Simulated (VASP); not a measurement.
Level of theory: PBEsol GGA, VASP's PBE PAW potentials (set 64) (plane waves; VASP).

VASP ran on this input.

**POSCAR**
```
InSe
1
    2.0074169589     1.1589829360     8.5643555439
   -2.0074169589     1.1589829360     8.5643555439
   -0.0000000000    -2.3179658721     8.5643555439
In Se
2 2
Direct
  0.1099842994   0.1099842994   0.1099842994
  0.0021969595   0.0021969595   0.0021969595
  0.6193138349   0.6193138349   0.6193138349
  0.8262049062   0.8262049062   0.8262049062
```

**KPOINTS**
```
Regular mesh
0
Gamma
 6 6 6
0 0 0
```

**INCAR**
```
SYSTEM=InSe
PREC=Accurate; ENCUT=400; LREAL=.FALSE.
LASPH=.TRUE.
EDIFF=1E-6; NELM=100; ALGO=Normal
LMAXMIX=4
ISMEAR=0; SIGMA=0.05
GGA=PS
IBRION=2; NSW=60; ISIF=3
EDIFFG=-0.02
LWAVE=.FALSE.; LCHARG=.FALSE.
```

POTCAR, in this order: In_d Se (PBE.64 set). Program: vasp_std.

Question: What will the output report for the number of irreducible k-points (NKPTS), number of bands (NBANDS), largest plane-wave count, number of space-group operations, FFT grid (NGX, NGY, NGZ)?

Answer: 
```yaml
number of irreducible k-points (NKPTS): 32
number of bands (NBANDS): 23
largest_plane_wave_count: 2217
number_of_space_group_operations: 6
FFT grid (NGX, NGY, NGZ): 60 × 60 × 60
```

The structure comes from a computed database's InSe entry (R3m); how it stands against other phases isn't given here. This run relaxes it. Symmetry was kept, so distortions that lower it aren't found. The start is the result of an earlier pass.
